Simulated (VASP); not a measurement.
All values below come from AM05 GGA, VASP's PBE PAW potentials (set 64) (plane waves; VASP).

Input for VASP

INCAR:
```
ALGO  =  Normal
EDIFF  =  1E-7
ENCUT  =  520
GGA  =  AM
ISIF  =  2
ISMEAR  =  -5
LASPH  =  T
LCHARG  =  T
LEFG  =  T
LMAXMIX  =  4
LORBIT  =  11
LREAL  =  F
LWAVE  =  F
NEDOS  =  601
NELM  =  100
PREC  =  Accurate
SYSTEM  =  TiO2
```

### KPOINTS
```
kpoints
0
Gamma
 9 9 9
0 0 0
```

POSCAR:
```
TiO2
1.0
 -1.8862843565   1.8862843565   4.7987485669
  1.8862843565  -1.8862843565   4.7987485669
  1.8862843565   1.8862843565  -4.7987485669
Ti O
2 4
direct
  0.7500000000   0.2500000000   0.5000000000
  0.0000000000   0.0000000000   0.0000000000
  0.5430619172   0.0430619172   0.5000000000
  0.7930619172   0.7930619172   0.0000000000
  0.2069380828   0.2069380828   0.0000000000
  0.9569380828   0.4569380828   0.5000000000
```

POTCAR, in this order: Ti_sv O (PBE.64 set). Program: vasp_std.

Task: Estimate the energy per atom (σ→0).

Result: 
The energy per atom (σ→0) is -9.154 eV/atom.

OSZICAR:
```
...
DAV:  11    -0.549225228535E+02    0.16475E-02   -0.14556E-02  5180   0.827E-01    0.597E-02
DAV:  12    -0.549227913367E+02   -0.26848E-03   -0.15377E-03  5744   0.381E-01    0.110E-01
DAV:  13    -0.549226910102E+02    0.10033E-03   -0.59050E-04  5840   0.217E-01    0.157E-02
DAV:  14    -0.549226971764E+02   -0.61662E-05   -0.44081E-05  5864   0.537E-02    0.121E-02
DAV:  15    -0.549226965668E+02    0.60968E-06   -0.94504E-06  5836   0.330E-02    0.331E-03
DAV:  16    -0.549226963957E+02    0.17108E-06   -0.75542E-07  5228   0.952E-03    0.866E-04
DAV:  17    -0.549226964000E+02   -0.43719E-08   -0.75145E-08  2892   0.239E-03
   1 F= -.54922696E+02 E0= -.54922696E+02  d E =0.000000E+00
```

The compound is TiO2 in the anatase structure, one of several forms; rutile is the usual stable one. It was relaxed first.
